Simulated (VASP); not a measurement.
KBeCl3, 5 atoms in the cell. The structure is cubic, space group Pm-3m (No. 221). The conventional cell has a = 5.710 Å, b = 5.710 Å, c = 5.710 Å, α = 90.00°, β = 90.00°, γ = 90.00°. K (site symmetry m-3m) has 6 Cl at 2.86 Å as nearest neighbours. Around Be (site symmetry m-3m) lie 12 Cl at 4.04 Å. Cl (site symmetry 4/mmm) is surrounded by 2 K at 2.86 Å. The cell was built by a generator and needn't be a form met in nature. The cell isn't the ideal one: species swapped into the Lu3PbC type (Pm-3m, No. 221).

| Item | Value |
| --- | --- |
| Program | VASP 6.6.1 |
| Task | single point |
| Functional | PBE |
| Potentials or basis | VASP PAW PBE potentials, release 64 (K_sv, Be, Cl) |
| Cutoff | 520 eV |
| k mesh | 8 × 8 × 8 |
| Occupations | gaussian, width 0.1 eV |
| Spin | no spin polarisation |
| Dipole correction | no |
| Further INCAR settings | ALGO = Fast; EDIFF = 1e-06; NBANDS = 24 |

Potentials or basis: VASP PAW PBE potentials, release 64 (K_sv, Be, Cl).

Command:

```sh
$ cat potpaw_PBE.64/K_sv/POTCAR potpaw_PBE.64/Be/POTCAR potpaw_PBE.64/Cl/POTCAR > POTCAR
$ mpirun -np 1 vasp_std > vasp.out
```

Hardware: 1 thread of AMD EPYC 7R43 64-Core Processor (Zen 3) (shared host).

Q: Estimate the wall time of this run.

A: Run time: 3.4 min on 1 thread of AMD EPYC 7R43 64-Core Processor (Zen 3), with other jobs on the host, peak memory 0.29 GiB. Counts: scf iterations 21, k points 35.
